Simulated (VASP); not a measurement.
Method: PBE GGA, VASP's PBE PAW potentials (set 64) (plane waves; VASP 6.6.1).

Input for VASP

KPOINTS:
```
Automatic mesh
0
Gamma
8 8 8
0 0 0
```

POSCAR:
```
PtAl2
6.0695020
  0.0000000000   0.5000000000   0.4824690724
  0.4945217911   0.0000000000   0.4824690724
  0.4945217911   0.5000000000   0.0000000000
Al Pt
2 1
direct
  0.2500000000   0.2500000000   0.2500000000
  0.7500000000   0.7500000000   0.7500000000
 -0.0150700000   0.0150700000   0.0150700000
```

**INCAR**
```
SYSTEM = PtAl2
PREC = Accurate
ENCUT = 400
EDIFF = 1E-6
NELM = 100
ALGO = Normal
LREAL = Auto
LASPH = .TRUE.
ISMEAR = 1
SIGMA = 0.1
GGA = PE
LMAXMIX = 6
LWAVE = .FALSE.
LCHARG = .FALSE.
ISIF = 2
```

POTCAR, in this order: Al Pt (PBE.64 set). Program: vasp_std.

Unless said otherwise, spin-orbit coupling is left out, though it shifts the bands of the heavy elements here.

Q: Predict the energy per atom (σ→0), pressure, largest force, band gap (on the k-mesh).

A: 
```yaml
energy per atom (σ→0): -5.399 eV/atom
band gap (on the k-mesh): none (metal, semimetal or under 0.01 eV)
pressure: -16.4 kbar
largest_force: 0.680 eV/Å
```

OSZICAR:
```
...
DAV:   7    -0.162278461730E+02    0.81112E-01   -0.21247E-01  2488   0.466E+00    0.163E+00
DAV:   8    -0.161981336357E+02    0.29713E-01   -0.35293E-02  2556   0.185E+00    0.254E-01
DAV:   9    -0.161981110663E+02    0.22569E-04   -0.20230E-03  2736   0.431E-01    0.162E-01
DAV:  10    -0.161982587720E+02   -0.14771E-03   -0.37561E-04  2508   0.157E-01    0.223E-02
DAV:  11    -0.161982597887E+02   -0.10167E-05   -0.39223E-05  2656   0.613E-02    0.626E-03
DAV:  12    -0.161982615452E+02   -0.17564E-05   -0.44812E-06  2516   0.170E-02    0.371E-03
DAV:  13    -0.161982617342E+02   -0.18899E-06   -0.87408E-07  1860   0.658E-03
   1 F= -.16198262E+02 E0= -.16198219E+02  d E =-.127963E-03
```

The compound is PtAl2 in the fluorite structure. The cell was not relaxed at this level, atoms are displaced from their ideal sites. The run is one of a series of settings (LREAL = Auto against the base run), some of them coarse on purpose.
